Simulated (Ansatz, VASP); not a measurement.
CuPt2: VASP beside Ansatz

```xyz
3
Lattice="0.0000 2.9000 2.9000 2.9000 0.0000 2.9000 2.9000 2.9000 0.0000" Properties=species:S:1:pos:R:3 pbc="T T T"
Cu    0.0000    0.0000    0.0000
Pt    1.4500    1.4500    1.4500
Pt    4.3500    4.3500    4.3500
```

Alike in both runs: functional PBE; k mesh 6 × 6 × 6; occupations gaussian, width 0.1 eV; no spin polarisation.

Ansatz relaxed the structure, and its values are those at the end. VASP's run is a single point on that final structure, the one shown.

|  | VASP | Ansatz |
| --- | --- | --- |
| version | VASP 6.6.1 | Ansatz 0.2.0 |
| potentials or method | VASP PAW PBE potentials, release 64 (Cu, Pt) | scalar-relativistic, plane waves, PAW |
| plane-wave cutoff (eV) | 520 | 420 |
| valence electrons in the cell | 31 | 55 |

|  | VASP | Ansatz | Ansatz less VASP |
| --- | --- | --- | --- |
| gap on the k mesh at the Fermi level (eV) | none | none | - |
| pressure (GPa) | 0.0 | 0.1 | +0.09 |

A gap of «none» marks a metal or a gap that the smearing closes. The two sets of potentials don't hold the same shells in valence.

Spin-orbit coupling is left out, which matters for the levels of Pt.
